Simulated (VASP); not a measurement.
# How thick must a slab of Pt(111) be?, part 4 of 7

Aim: follow surface energy, work function and relaxation of Pt(111) with the number of layers.

VASP 6.6.1; PBE; plane waves and PAW (Pt).

So far. Step 8 (Surface relaxation, layers 6): The run ended after 6 ionic steps, 0.006 eV below its first step, once the forces on the free atoms met EDIFFG = -0.01. Step 9 (The vacuum level, layers 6): The vacuum level lies 5.74 eV above the Fermi level at the upper face; both faces agree, as the slab has next to no dipole.

## Step 10: Relaxing the slab, layers 7

System of this step: Pt(111). The cell holds 7 atoms: 7 Pt. Its edges and angles: a = 2.805 Å, b = 2.805 Å, c = 28.744 Å, α = 90.0°, β = 90.0°, γ = 60.0°. It derives from Pt. 7 layers of fcc Pt, cut at this functional's lattice. Vacuum lies along c.

INCAR reads:

```
SYSTEM = Pt
PREC = Normal
ENCUT = 320
EDIFF = 1E-06
NELM = 120
ISMEAR = 1
SIGMA = 0.15
LREAL = .FALSE.
ALGO = Fast
GGA = PE
NBANDS = 43
LASPH = .TRUE.
LORBIT = 11
LWAVE = .FALSE.
LCHARG = .FALSE.
KPAR = 4
IBRION = 2
NSW = 50
ISIF = 2
EDIFFG = -0.01
POTIM = 0.4
MAXMIX = 40
```

POSCAR reads:

```
Pt
1.0
    2.8054651031      0.0000000000      0.0000000000
    1.4027325516      2.4296040487      0.0000000000
    0.0000000000      0.0000000000     28.7439159877
Pt
7
Direct
    0.0000000000      0.0000000000      0.2609247800
    0.3333333300      0.3333333300      0.3406165200
    0.6666666700      0.6666666700      0.4203082600
    0.0000000000      0.0000000000      0.5000000000
    0.3333333300      0.3333333300      0.5796917400
    0.6666666700      0.6666666700      0.6593834800
    0.0000000000      0.0000000000      0.7390752200
```

KPOINTS reads:

```
Automatic mesh
0
Gamma
15 15 1
0 0 0
```

The projector-augmented-wave data sets are Pt (PBE family, release 64).

The run is started by

```bash
$ mpirun -np 4 vasp_std
```

Output:

```text
[banner, memory and clock lines left out]
running    4 mpi-ranks, on    1 nodes
[...]
LDA part: xc-table for (Slater+PW92), standard interpolation
 POSCAR, INCAR and KPOINTS ok, starting setup
[...]
entering main loop
       N       E                     dE             d eps       ncg     rms          rms(c)
DAV:   1     0.355700184370E+03    0.35570E+03   -0.26086E+04  2362   0.996E+02
DAV:   2    -0.260863436859E+02   -0.38179E+03   -0.36334E+03  2820   0.252E+02
DAV:   3    -0.434965176021E+02   -0.17410E+02   -0.16309E+02  2791   0.492E+01
DAV:   4    -0.441042104868E+02   -0.60769E+00   -0.59763E+00  2826   0.895E+00
[...]
RMM:  29    -0.414356528707E+02   -0.14214E-05   -0.11119E-07   961   0.148E-03    0.165E-03
RMM:  30    -0.414356540450E+02   -0.11743E-05   -0.25451E-08   519   0.993E-04    0.186E-03
RMM:  31    -0.414356546357E+02   -0.59064E-06   -0.24370E-08   544   0.109E-03
   1 F= -.41435655E+02 E0= -.41434514E+02  d E =-.414357E+02
[... from here on, the cycles between the ionic steps are left out ...]
   2 F= -.41438932E+02 E0= -.41437931E+02  d E =-.327774E-02
   3 F= -.41439455E+02 E0= -.41438515E+02  d E =-.380053E-02
   4 F= -.41439901E+02 E0= -.41439025E+02  d E =-.445753E-03
   5 F= -.41440087E+02 E0= -.41439286E+02  d E =-.631485E-03
   6 F= -.41440087E+02 E0= -.41439282E+02  d E =-.631364E-03
   7 F= -.41440105E+02 E0= -.41439309E+02  d E =-.183991E-04
 trial-energy change:   -0.000018  1 .order   -0.000017   -0.000022   -0.000013
 step:   3.2104(harm=  3.2104)  dis= 0.00161  next Energy=   -41.440112 (dE=-0.257E-04)
 reached required accuracy - stopping structural energy minimisation
```

It took 52 s on 4 MPI ranks of AMD EPYC 9R45, shared host; peak memory 0.76 GiB.

From OUTCAR (step 10):

```text
  Total       -5.0112052     -5.0112052     -0.9067758     -0.0000000      0.0000000     -0.0000000
  in kB      -40.9794819    -40.9794819     -7.4152224     -0.0000000      0.0000000     -0.0000000
  external PRESSURE =     -29.7913954 kB  Pullay stress =       0.0000000 kB

 POSITION                                       TOTAL-FORCE (eV/Angst)
 -----------------------------------------------------------------------------------
      2.80547      0.00000      7.48885        -0.000000     -0.000000      0.007841
      1.40273      0.80987      9.80486         0.000000      0.000000      0.005346
      2.80547      1.61974     12.08862        -0.000000     -0.000000      0.002997
      0.00000      0.00000     14.37196         0.000000     -0.000000      0.000000
      1.40273      0.80987     16.65529         0.000000     -0.000000     -0.002997
      2.80547      1.61974     18.93905         0.000000     -0.000000     -0.005346
      0.00000      0.00000     21.25507        -0.000000      0.000000     -0.007841
 -----------------------------------------------------------------------------------
    total drift:                                0.000000      0.000000      0.000000

  FREE ENERGIE OF THE ION-ELECTRON SYSTEM (eV)
  ---------------------------------------------------
  free  energy   TOTEN  =       -41.4401049314 eV

  energy  without entropy=      -41.4377176395  energy(sigma->0) =      -41.43930917

[... 1 part as in an earlier step ...]

[... 3 further parts left out ...]
[key lines of the parts left out:]
E-fermi :   3.3765
```

The steps of the relaxation:

```
step  energy less that of the first step (eV)  largest force (eV/Å)
   1                                   0.0000                0.2031
   2                                  -0.0033                0.0687
   3                                  -0.0038                0.0802
   4                                  -0.0042                0.0424
   5                                  -0.0044                0.0125
   6                                  -0.0044                0.0129
   7                                  -0.0045                0.0078
```

The atoms that moved most (Å):

| atom | dx | dy | dz | length |
| --- | --- | --- | --- | --- |
| Pt2 | 0.000 | 0.000 | 0.014 | 0.014 |
| Pt6 | 0.000 | 0.000 | -0.014 | 0.014 |
| Pt1 | 0.000 | 0.000 | -0.011 | 0.011 |
| Pt7 | 0.000 | 0.000 | 0.011 | 0.011 |
| Pt5 | 0.000 | 0.000 | -0.007 | 0.007 |
| Pt3 | 0.000 | 0.000 | 0.007 | 0.007 |

Final coordinates:

```
Pt
1.0
     2.80547    0.00000    0.00000
     1.40273    2.42960    0.00000
     0.00000    0.00000   28.74392
Pt
7
Direct
  0.00000 0.00000 0.26054
  0.33333 0.33333 0.34111
  0.66667 0.66667 0.42056
  0.00000 0.00000 0.50000
  0.33333 0.33333 0.57944
  0.66667 0.66667 0.65889
  0.00000 0.00000 0.73946
```

The run ended after 7 ionic steps, 0.004 eV below its first step, once the forces on the free atoms met EDIFFG = -0.01.

## Step 11: The vacuum level, layers 7

Edit INCAR of step 10 so:

```diff
@@ -16,7 +16,6 @@
 KPAR = 4
-IBRION = 2
-NSW = 50
-ISIF = 2
-EDIFFG = -0.01
-POTIM = 0.4
-MAXMIX = 40
+IDIPOL = 3
+LDIPOL = .TRUE.
+DIPOL = 0.5 0.5 0.5
+LVHAR = .TRUE.
+LVACPOTAV = .TRUE.
```

POSCAR reads:

```
Pt
1.0
    2.8054651031      0.0000000000      0.0000000000
    1.4027325516      2.4296040487      0.0000000000
    0.0000000000      0.0000000000     28.7439159877
Pt
7
Direct
    0.0000000000      0.0000000000      0.2605368794
    0.3333333300      0.3333333300      0.3411109370
    0.6666666700      0.6666666700      0.4205628483
    0.0000000000      0.0000000000      0.5000000000
    0.3333333300      0.3333333300      0.5794371517
    0.6666666700      0.6666666700      0.6588890630
    0.0000000000      0.0000000000      0.7394631206
```

KPOINTS is that of step 10.

The run is started by

```bash
$ mpirun -np 4 vasp_std
```

Output:

```text
[... set-up lines as in an earlier step ...]
 entering main loop
       N       E                     dE             d eps       ncg     rms          rms(c)
DAV:   1     0.355376405255E+03    0.35538E+03   -0.26083E+04  2362   0.996E+02
DAV:   2    -0.260820846673E+02   -0.38146E+03   -0.36303E+03  2828   0.252E+02
DAV:   3    -0.435069001542E+02   -0.17425E+02   -0.16325E+02  2805   0.492E+01
DAV:   4    -0.441200136636E+02   -0.61311E+00   -0.60381E+00  2799   0.896E+00
[...]
RMM:  28    -0.414401033703E+02   -0.12894E-05   -0.62609E-08   598   0.119E-03    0.152E-03
RMM:  29    -0.414401044503E+02   -0.10801E-05   -0.41138E-08   664   0.121E-03    0.156E-03
RMM:  30    -0.414401048573E+02   -0.40699E-06   -0.28482E-08   522   0.107E-03
 [... a notice as in an earlier step ...]

   1 F= -.41440105E+02 E0= -.41439309E+02  d E =-.238643E-02
```

Elapsed: 23 s, on 4 MPI ranks; peak memory 0.72 GiB.

From OUTCAR (step 11):

```text
  Total       -5.0108593     -5.0108593     -0.9060645     -0.0000000      0.0000000      0.0000000
  in kB      -40.9766530    -40.9766530     -7.4094057     -0.0000000      0.0000000      0.0000000
  external PRESSURE =     -29.7875705 kB  Pullay stress =       0.0000000 kB

 POSITION                                       TOTAL-FORCE (eV/Angst)
 -----------------------------------------------------------------------------------
      0.00000      0.00000      7.48885        -0.000000     -0.000000      0.008348
      1.40273      0.80987      9.80486         0.000000     -0.000000      0.007050
      2.80547      1.61974     12.08862        -0.000000     -0.000000      0.003123
      0.00000      0.00000     14.37196         0.000000     -0.000000      0.000000
      1.40273      0.80987     16.65529         0.000000      0.000000     -0.003123
      2.80547      1.61974     18.93905         0.000000      0.000000     -0.007050
      0.00000      0.00000     21.25507        -0.000000      0.000000     -0.008348
 -----------------------------------------------------------------------------------
    total drift:                                0.000000      0.000000      0.000000

  FREE ENERGIE OF THE ION-ELECTRON SYSTEM (eV)
  ---------------------------------------------------
  free  energy   TOTEN  =       -41.4401048573 eV

  energy  without entropy=      -41.4377184314  energy(sigma->0) =      -41.43930938

[... 2 parts as in an earlier step ...]

[... 1 further part left out ...]
[key lines of the parts left out:]
E-fermi :   3.3766
```

The vacuum level lies 5.67 eV above the Fermi level at the upper face; both faces agree, as the slab has next to no dipole.

The program found no field-free point at its default tolerance, but its printed level agrees with the flat part of the planar average.

## Step 12: Surface relaxation, layers 8

System of this step: Pt(111). The cell holds 8 atoms: 8 Pt. Cell: a = 2.805 Å, b = 2.805 Å, c = 31.035 Å, α = 90.0°, β = 90.0°, γ = 60.0°. It derives from Pt. 8 layers of fcc Pt, cut at this functional's lattice. Vacuum lies along c.

INCAR reads:

```
SYSTEM = Pt
PREC = Normal
ENCUT = 320
EDIFF = 1E-06
NELM = 120
ISMEAR = 1
SIGMA = 0.15
LREAL = .FALSE.
ALGO = Fast
GGA = PE
NBANDS = 49
LASPH = .TRUE.
LORBIT = 11
LWAVE = .FALSE.
LCHARG = .FALSE.
KPAR = 4
IBRION = 2
NSW = 50
ISIF = 2
EDIFFG = -0.01
POTIM = 0.4
MAXMIX = 40
```

POSCAR reads:

```
Pt
1.0
    2.8054651031      0.0000000000      0.0000000000
    1.4027325516      2.4296040487      0.0000000000
    0.0000000000      0.0000000000     31.0345686523
Pt
8
Direct
    0.6666666700      0.6666666700      0.2416660000
    0.0000000000      0.0000000000      0.3154757100
    0.3333333300      0.3333333300      0.3892854300
    0.6666666700      0.6666666700      0.4630951400
    0.0000000000      0.0000000000      0.5369048600
    0.3333333300      0.3333333300      0.6107145700
    0.6666666700      0.6666666700      0.6845242900
    0.0000000000      0.0000000000      0.7583340000
```

KPOINTS is that of step 11.

The run is started by

```bash
$ mpirun -np 4 vasp_std
```

Output:

```text
[banner, memory and clock lines left out]
running    4 mpi-ranks, on    1 nodes
[...]
LDA part: xc-table for (Slater+PW92), standard interpolation
 POSCAR, INCAR and KPOINTS ok, starting setup
[...]
entering main loop
       N       E                     dE             d eps       ncg     rms          rms(c)
DAV:   1     0.404514003540E+03    0.40451E+03   -0.29775E+04  2687   0.101E+03
DAV:   2    -0.298623480009E+02   -0.43438E+03   -0.40495E+03  3140   0.255E+02
DAV:   3    -0.498277992626E+02   -0.19965E+02   -0.18712E+02  3303   0.494E+01
DAV:   4    -0.505701420561E+02   -0.74234E+00   -0.70760E+00  3273   0.899E+00
[...]
RMM:  34    -0.475289862814E+02    0.29706E-05   -0.37461E-05  2868   0.252E-02    0.325E-02
RMM:  35    -0.475289881580E+02   -0.18766E-05   -0.14782E-05  2786   0.131E-02    0.267E-02
RMM:  36    -0.475289891360E+02   -0.97798E-06   -0.29238E-06  1713   0.615E-03
   1 F= -.47528989E+02 E0= -.47525805E+02  d E =-.475290E+02
[... from here on, the cycles between the ionic steps are left out ...]
   2 F= -.47532679E+02 E0= -.47529665E+02  d E =-.369004E-02
   3 F= -.47533218E+02 E0= -.47530287E+02  d E =-.422873E-02
   4 F= -.47533504E+02 E0= -.47530627E+02  d E =-.285903E-03
   5 F= -.47533565E+02 E0= -.47530724E+02  d E =-.347208E-03
   6 F= -.47533661E+02 E0= -.47530868E+02  d E =-.954838E-04
   7 F= -.47533680E+02 E0= -.47530910E+02  d E =-.115273E-03
[...]
reached required accuracy - stopping structural energy minimisation
```

The job ended after 81 s (4 MPI ranks; peak memory 0.85 GiB; 5.4 min of CPU time).

Parts of OUTCAR (step 12):

```text
  Total       -5.1956989     -5.1956989     -0.8578752     -0.0000000     -0.0000000     -0.0000000
  in kB      -39.3521506    -39.3521506     -6.4975350     -0.0000000     -0.0000000     -0.0000000
  external PRESSURE =     -28.4006121 kB  Pullay stress =       0.0000000 kB

 POSITION                                       TOTAL-FORCE (eV/Angst)
 -----------------------------------------------------------------------------------
      2.80547      1.61974      7.48695         0.000000      0.000000      0.001543
      0.00000      0.00000      9.80372         0.000000     -0.000000      0.000949
      1.40273      0.80987     12.08603        -0.000000     -0.000000      0.000478
      2.80547      1.61974     14.37137        -0.000000     -0.000000      0.003195
      0.00000      0.00000     16.66320        -0.000000      0.000000     -0.003195
      1.40273      0.80987     18.94854        -0.000000     -0.000000     -0.000478
      2.80547      1.61974     21.23085        -0.000000     -0.000000     -0.000949
      0.00000      0.00000     23.54761         0.000000     -0.000000     -0.001543
 -----------------------------------------------------------------------------------
    total drift:                               -0.000003     -0.000002     -0.000001

  FREE ENERGIE OF THE ION-ELECTRON SYSTEM (eV)
  ---------------------------------------------------
  free  energy   TOTEN  =       -47.5336803489 eV

  energy  without entropy=      -47.5253696464  energy(sigma->0) =      -47.53091011

[... 1 part as in an earlier step ...]

[... 3 further parts left out ...]
[key lines of the parts left out:]
E-fermi :   3.9038
```

The run ended after 7 ionic steps, 0.005 eV below its first step, once the forces on the free atoms met EDIFFG = -0.01.

## Step 13: The vacuum level, layers 8

Edit INCAR of step 12 so:

```diff
@@ -16,7 +16,6 @@
 KPAR = 4
-IBRION = 2
-NSW = 50
-ISIF = 2
-EDIFFG = -0.01
-POTIM = 0.4
-MAXMIX = 40
+IDIPOL = 3
+LDIPOL = .TRUE.
+DIPOL = 0.5 0.5 0.5
+LVHAR = .TRUE.
+LVACPOTAV = .TRUE.
```

POSCAR reads:

```
Pt
1.0
    2.8054651031      0.0000000000      0.0000000000
    1.4027325516      2.4296040487      0.0000000000
    0.0000000000      0.0000000000     31.0345686523
Pt
8
Direct
    0.6666666700      0.6666666700      0.2412456494
    0.0000000000      0.0000000000      0.3158967870
    0.3333333300      0.3333333300      0.3894375325
    0.6666666700      0.6666666700      0.4630762277
    0.0000000000      0.0000000000      0.5369237723
    0.3333333300      0.3333333300      0.6105624675
    0.6666666700      0.6666666700      0.6841032130
    0.0000000000      0.0000000000      0.7587543506
```

KPOINTS is that of step 12.

The run is started by

```bash
$ mpirun -np 4 vasp_std
```

Output:

```text
[... set-up lines as in an earlier step ...]
 entering main loop
       N       E                     dE             d eps       ncg     rms          rms(c)
DAV:   1     0.404202137779E+03    0.40420E+03   -0.29771E+04  2687   0.101E+03
DAV:   2    -0.298415548631E+02   -0.43404E+03   -0.40465E+03  3140   0.255E+02
DAV:   3    -0.498464004811E+02   -0.20005E+02   -0.18720E+02  3270   0.494E+01
DAV:   4    -0.505848379340E+02   -0.73844E+00   -0.70606E+00  3241   0.907E+00
[...]
RMM:  28    -0.475336743349E+02   -0.17727E-05   -0.19245E-07   901   0.134E-03    0.456E-03
RMM:  29    -0.475336769731E+02   -0.26382E-05   -0.16953E-07  1305   0.156E-03    0.161E-03
RMM:  30    -0.475336778750E+02   -0.90189E-06   -0.28801E-08   376   0.823E-04
 [... a notice as in an earlier step ...]

   1 F= -.47533678E+02 E0= -.47530908E+02  d E =-.830937E-02
```

Wall time 28 s (4 MPI ranks); peak memory 0.8 GiB; 1.8 min of CPU time.

From OUTCAR (step 13):

```text
  Total       -5.1954794     -5.1954794     -0.8564099     -0.0000000      0.0000000     -0.0000000
  in kB      -39.3504878    -39.3504878     -6.4864368     -0.0000000      0.0000000     -0.0000000
  external PRESSURE =     -28.3958041 kB  Pullay stress =       0.0000000 kB

 POSITION                                       TOTAL-FORCE (eV/Angst)
 -----------------------------------------------------------------------------------
      2.80547      1.61974      7.48695        -0.000000     -0.000000     -0.000278
      0.00000      0.00000      9.80372        -0.000000     -0.000000      0.001322
      1.40273      0.80987     12.08603         0.000000     -0.000000      0.003259
      2.80547      1.61974     14.37137         0.000000      0.000000      0.006126
      0.00000      0.00000     16.66320        -0.000000     -0.000000     -0.006126
      1.40273      0.80987     18.94854        -0.000000      0.000000     -0.003259
      2.80547      1.61974     21.23085         0.000000     -0.000000     -0.001322
      0.00000      0.00000     23.54761         0.000000      0.000000      0.000278
 -----------------------------------------------------------------------------------
    total drift:                               -0.000003     -0.000002     -0.000001

  FREE ENERGIE OF THE ION-ELECTRON SYSTEM (eV)
  ---------------------------------------------------
  free  energy   TOTEN  =       -47.5336778750 eV

  energy  without entropy=      -47.5253685015  energy(sigma->0) =      -47.53090808

[... 2 parts as in an earlier step ...]

[... 1 further part left out ...]
[key lines of the parts left out:]
E-fermi :   3.9037
```

The planar average of the electrostatic potential oscillates, so the rows of the table below give means over windows of 2.33 Å about each position, cut where the curve ends. Its maxima inside the range that stand out by 2 % of the span (Å: eV): 8.6: 0.830, 11.0: 0.278, 13.2: 0.246, 15.5: 0.365, 17.8: 0.246, 20.1: 0.278, 22.4: 0.830. Its minima: 7.5: -20.7, 9.8: -21.0, 12.1: -21.1, 14.4: -21.0, 16.6: -21.0, 19.0: -21.1, 21.3: -21.0, 23.5: -20.7.

Zero at the Fermi level. Planar average of the electrostatic potential against height; means over each step:

| height (Å) | planar average of the electrostatic potential (eV) |
| --- | --- |
| 1.17 | 5.69 |
| 3.50 | 5.69 |
| 5.83 | 2.72 |
| 8.16 | -10.2 |
| 10.48 | -10.7 |
| 12.82 | -10.8 |
| 15.14 | -10.7 |
| 17.48 | -10.8 |
| 19.80 | -10.8 |
| 22.13 | -10.3 |
| 24.46 | -4.98 |
| 26.80 | 5.66 |
| 29.12 | 5.69 |

The vacuum level lies 5.69 eV above the Fermi level at the upper face; both faces agree, as the slab has next to no dipole.

The program found no field-free point at its default tolerance, but its printed level agrees with the flat part of the planar average.

(Continued in part 5 of 7.)

[Lines on the potential files, build, host, timing and source positions are cut from VASP's logs without a mark.]

[Logs are printed without paths, hosts, clocks, repeated set-up lines and the standing remarks that a program may print on its own settings, such as how far it seeks lower states.]

[Hosts, paths, dates, database ids (printed as entryN), source tags and the programs' standing remarks are cut or masked in the printed files.]

[Runs that stopped without an error message from VASP are left out.]
